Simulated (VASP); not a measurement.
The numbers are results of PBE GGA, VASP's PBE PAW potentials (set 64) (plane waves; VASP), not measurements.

A VASP calculation is set up with these files.

INCAR:
```
ALGO = Normal
DIPOL = 0.5 0.5 0.5
EDIFF = 1E-6
ENCUT = 400
GGA = PE
IDIPOL = 3
ISMEAR = 1
LASPH = .TRUE.
LCHARG = .FALSE.
LDIPOL = .TRUE.
LMAXMIX = 6
LORBIT = 11
LREAL = .FALSE.
LVHAR = .TRUE.
LWAVE = .FALSE.
NELM = 100
NELMIN = 4
PREC = Normal
SIGMA = 0.1
SYSTEM = Pt16F
```

KPOINTS:
```
Automatic
0
G
5 5 1
0 0 0
```

**POSCAR**
```
Pt16F
1
    5.6097938052     0.0000000000     0.0000000000
    2.8048974085     4.8582241948     0.0000000000
    0.0000000000     0.0000000000    21.0374353658
Pt F
16 1
Direct
  0.0000000000   0.0000000000   0.3362387311
  0.4994019924   0.0011960152   0.3359159104
  0.0011960152   0.4994019924   0.3359159104
  0.4994019924   0.4994019924   0.3359159104
  0.1668077251   0.1668077251   0.4462127047
  0.6663855497   0.1668077251   0.4462127047
  0.1668077251   0.6663855497   0.4462127047
  0.6666670000   0.6666670000   0.4455887463
  0.8347682982   0.3304624035   0.5540742785
  0.3333330000   0.3333330000   0.5535395914
  0.8347682982   0.8347682982   0.5540742785
  0.3304624035   0.8347682982   0.5540742785
  0.0000000000   0.0000000000   0.6674139015
  0.5005674230   0.9988651541   0.6612981228
  0.9988651541   0.5005674230   0.6612981228
  0.5005674230   0.5005674230   0.6612981228
  0.0000000000   0.0000000000   0.7608449803
```

POTCAR, in this order: Pt F (PBE.64 set). Program: vasp_std. Read from the step before: WAVECAR.

What VASP printed:

### OSZICAR
```
       N       E                     dE             d eps       ncg     rms          rms(c)
DAV:   1    -0.961837417518E+02   -0.96184E+02   -0.22346E-01  1536   0.181E+00    0.298E+00
DAV:   2    -0.111480607314E+03   -0.15297E+02   -0.28658E+01  1564   0.314E+01    0.297E+01
DAV:   3    -0.962720628045E+02    0.15209E+02   -0.18921E+01  1592   0.231E+01    0.596E+00
DAV:   4    -0.961234069283E+02    0.14866E+00   -0.10045E+00  1108   0.339E+00    0.185E+00
DAV:   5    -0.961172787398E+02    0.61282E-02   -0.95452E-02  1240   0.132E+00    0.116E+00
DAV:   6    -0.961090345775E+02    0.82442E-02   -0.35667E-02  1168   0.778E-01    0.485E-01
DAV:   7    -0.961082839417E+02    0.75064E-03   -0.25770E-03  1244   0.261E-01    0.272E-01
DAV:   8    -0.961083554574E+02   -0.71516E-04   -0.16438E-03  1116   0.172E-01    0.257E-01
DAV:   9    -0.961081458396E+02    0.20962E-03   -0.68021E-04  1124   0.115E-01    0.179E-01
DAV:  10    -0.961080368715E+02    0.10897E-03   -0.27761E-04  1140   0.752E-02    0.131E-01
DAV:  11    -0.961079436296E+02    0.93242E-04   -0.23669E-04  1164   0.625E-02    0.441E-02
DAV:  12    -0.961079495858E+02   -0.59563E-05   -0.28105E-05  1144   0.234E-02    0.424E-02
DAV:  13    -0.961079532590E+02   -0.36732E-05   -0.73858E-06   928   0.129E-02    0.387E-02
DAV:  14    -0.961079504549E+02    0.28041E-05   -0.49871E-05  1036   0.258E-02    0.167E-02
DAV:  15    -0.961079513719E+02   -0.91704E-06   -0.36574E-06   716   0.866E-03
   1 F= -.96107951E+02 E0= -.96093629E+02  d E =-.429683E-01
```

### OUTCAR
```
------------------------ aborting loop because EDIFF is reached ----------------------------------------
  FORCE on cell =-STRESS in cart. coord.  units (eV):
  Direction    XX          YY          ZZ          XY          YZ          ZX
  --------------------------------------------------------------------------------------
  Total      -16.7197738    -16.7197755     -0.8578462     -0.0000017      0.0000000      0.0000000
  in kB      -46.7222483    -46.7222531     -2.3971918     -0.0000049      0.0000000      0.0000000
  external PRESSURE =     -31.9472311 kB  Pullay stress =       0.0000000 kB
  volume of cell :      573.35
      direct lattice vectors                 reciprocal lattice vectors
     5.609793805  0.000000000  0.000000000     0.178259671 -0.102918283  0.000000000
     2.804897409  4.858224195  0.000000000     0.000000000  0.205836528  0.000000000
     0.000000000  0.000000000 21.037435366     0.000000000  0.000000000  0.047534311
 POSITION                                       TOTAL-FORCE (eV/Angst)
 -----------------------------------------------------------------------------------
      0.00000      0.00000      7.07360        -0.000000     -0.000000     -0.006257
      2.80490      0.00581      7.06681        -0.000000     -0.008200     -0.013560
      1.40748      2.42621      7.06681        -0.007102      0.004100     -0.013560
      4.20231      2.42621      7.06681         0.007102      0.004100     -0.013560
      1.40364      0.81039      9.38717         0.000493      0.000285     -0.015058
      4.20616      0.81039      9.38717        -0.000493      0.000285     -0.015058
      2.80490      3.23745      9.38717        -0.000000     -0.000570     -0.015058
      5.60980      3.23882      9.37404        -0.000000      0.000000      0.009494
      5.60979      1.60546     11.65630         0.000000      0.004876      0.013454
      2.80489      1.61941     11.64505        -0.000000     -0.000000     -0.005200
      7.02432      4.05549     11.65630        -0.004223     -0.002438      0.013454
      4.19527      4.05549     11.65630         0.004223     -0.002438      0.013454
      0.00000      0.00000     14.04068        -0.000000      0.000000      0.018647
      5.60979      4.85271     13.91202         0.000000      0.018474      0.013608
      7.00747      2.43187     13.91202         0.015999     -0.009237      0.013608
      4.21212      2.43187     13.91202        -0.015999     -0.009237      0.013608
      0.00000      0.00000     16.00623        -0.000000      0.000000     -0.012018
 -----------------------------------------------------------------------------------
    total drift:                                0.000131      0.000075     -0.000198
  FREE ENERGIE OF THE ION-ELECTRON SYSTEM (eV)
  ---------------------------------------------------
  free  energy   TOTEN  =       -96.1079513719 eV

  energy  without entropy=      -96.0649831213  energy(sigma->0) =      -96.09362862

 total charge

# of ion       s       p       d       tot
------------------------------------------
    1        0.621   0.432   7.996   9.049
    2        0.620   0.431   7.996   9.047
    3        0.620   0.431   7.996   9.047
    4        0.620   0.431   7.996   9.047
    5        0.611   0.561   8.015   9.188
    6        0.611   0.561   8.015   9.188
    7        0.611   0.561   8.015   9.188
    8        0.604   0.547   8.042   9.193
    9        0.615   0.568   8.019   9.201
   10        0.617   0.573   8.022   9.212
   11        0.615   0.568   8.019   9.201
   12        0.615   0.568   8.019   9.201
   13        0.622   0.560   7.888   9.070
   14        0.615   0.432   8.018   9.065
   15        0.615   0.432   8.018   9.065
   16        0.615   0.432   8.018   9.065
   17        1.782   4.269   0.000   6.051
--------------------------------------------------
tot         11.627  12.358 128.094 152.079
```
(Selected blocks of OUTCAR.)

**OUTCAR**
```
 val. band max:        1.0967631995   @ k =  -0.4000   0.2000   0.0000

 cond. band min:       1.1225320954   @ k =   0.4000   0.2000   0.0000


 Fermi energy:         1.1081475159

 k-point     1 :       0.0000    0.0000    0.0000
  band No.  band energies     occupation
      1     -20.6368      2.00000
      2      -8.2171      2.00000
      3      -6.8931      2.00000
      4      -5.8009      2.00000
      5      -5.6937      2.00000
      6      -5.4883      2.00000
      7      -5.4689      2.00000
      8      -5.4689      2.00000
      9      -5.3234      2.00000
     10      -5.2928      2.00000
     11      -5.2928      2.00000
     12      -4.9112      2.00000
     13      -4.8551      2.00000
     14      -4.8551      2.00000
     15      -4.6172      2.00000
     16      -4.6135      2.00000
     17      -4.6135      2.00000
     18      -4.5156      2.00000
     19      -4.5156      2.00000
     20      -4.5144      2.00000
     21      -4.0779      2.00000
     22      -3.7937      2.00000
     23      -3.7937      2.00000
     24      -3.5833      2.00000
     25      -2.9779      2.00000
     26      -2.9777      2.00000
     27      -2.6818      2.00000
     28      -2.6040      2.00000
     29      -2.6040      2.00000
     30      -2.5549      2.00000
     31      -2.5148      2.00000
     32      -2.4208      2.00000
     33      -2.4208      2.00000
     34      -2.3048      2.00000
     35      -2.3048      2.00000
     36      -2.2802      2.00000
     37      -2.1965      2.00000
     38      -2.1964      2.00000
     39      -2.1696      2.00000
     40      -1.9563      2.00000
     41      -1.9562      2.00000
     42      -1.8376      2.00000
     43      -1.8374      2.00000
     44      -1.7885      2.00000
     45      -1.7882      2.00000
     46      -1.5113      2.00000
     47      -1.4383      2.00000
     48      -1.4383      2.00000
     49      -1.2186      2.00000
     50      -1.0449      2.00000
     51      -1.0085      2.00000
...
```

At this cut-off the stress carries a Pulay error, which pulls relaxed volumes low. Unless said otherwise, spin-orbit coupling is left out, though it shifts the bands of the heavy elements here.

The cell is a thin slab with vacuum, built from Pt (fcc): (111) face, F adsorbed.
